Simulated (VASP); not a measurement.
Wanted: the native input for a VASP 6.6.1 run.

```
Task                    : density of states
Functional              : PBE
Potentials or basis     : VASP PAW PBE potentials, release 64 (Si, Sb, Te)
Cutoff                  : 520 eV
k mesh                  : 6 × 6 × 6
Occupations             : gaussian, width 0.1 eV
Spin                    : no spin polarisation
k mesh for the DOS      : 9 × 9 × 9
Occupations for the DOS : tetrahedron
Further INCAR settings  : ALGO = Normal; EDIFF = 1e-07; NBANDS = 35
```

The system is Si2Sb2Te.

```
Si Sb Te
1.0
     6.15315   -3.61535    0.00000
     6.15315    3.61535    0.00000
     0.00000    0.00000    6.86628
Si Sb Te
4 4 2
Direct
  0.68151 0.98038 0.21260
  0.01962 0.31849 0.21260
  0.98038 0.68151 0.71260
  0.31849 0.01962 0.71260
  0.04728 0.65598 0.33011
  0.34402 0.95272 0.33011
  0.95272 0.34402 0.83011
  0.65598 0.04728 0.83011
  0.68764 0.31236 0.35279
  0.31236 0.68764 0.85279
```

The cell was built by a generator and needn't be a form met in nature.

One way to write it, as run:

POSCAR

```
Si2Sb2Te
1.0
    6.1531500000     -3.6153500000      0.0000000000
    6.1531500000      3.6153500000      0.0000000000
    0.0000000000      0.0000000000      6.8662800000
Si Sb Te
4 4 2
Direct
    0.6815150000      0.9803850000      0.2126040000
    0.0196150000      0.3184850000      0.2126040000
    0.9803850000      0.6815150000      0.7126040000
    0.3184850000      0.0196150000      0.7126040000
    0.0472840000      0.6559830000      0.3301100000
    0.3440170000      0.9527160000      0.3301100000
    0.9527160000      0.3440170000      0.8301100000
    0.6559830000      0.0472840000      0.8301100000
    0.6876430000      0.3123570000      0.3527890000
    0.3123570000      0.6876430000      0.8527890000
```

INCAR.step1

```
PREC = Accurate
ENCUT = 520
EDIFF = 1E-7
ISMEAR = 0
SIGMA = 0.1
LREAL = F
LASPH = T
NELM = 60
ALGO = Normal
ISIF = 2
LWAVE = F
LCHARG = T
GGA = PE
NBANDS = 35
KPAR = 4
```

KPOINTS.step1

```
regular mesh
0
Gamma
  6 6 6
```

INCAR.step2

```
PREC = Accurate
ENCUT = 520
EDIFF = 1E-7
ISMEAR = -5
SIGMA = 0.1
LREAL = F
LASPH = T
NELM = 60
ALGO = Normal
ISIF = 2
LWAVE = F
LCHARG = F
GGA = PE
LORBIT = 10
NBANDS = 35
KPAR = 4
NEDOS = 2001
ICHARG = 11
```

KPOINTS.step2

```
regular mesh
0
Gamma
  9 9 9
```

Potentials or basis: VASP PAW PBE potentials, release 64 (Si, Sb, Te).

Launch:

```bash
$ cat potpaw_PBE.64/Si/POTCAR potpaw_PBE.64/Sb/POTCAR potpaw_PBE.64/Te/POTCAR > POTCAR
$ cp INCAR.step1 INCAR
$ cp KPOINTS.step1 KPOINTS
$ mpirun -np 4 vasp_std > vasp.out
$ cp INCAR.step2 INCAR
$ cp KPOINTS.step2 KPOINTS
$ mpirun -np 4 vasp_std > vasp.out
```

It gave:

| Property | Result |
| --- | --- |
| Valence electrons inside the program's atomic spheres | Si 1.59; Sb 2.43; Te 3.39 |

Wall time 4.3 min on 4 MPI ranks on AMD EPYC 9R45 (Zen 5), on a shared host, peak memory 1.2 GiB a rank.
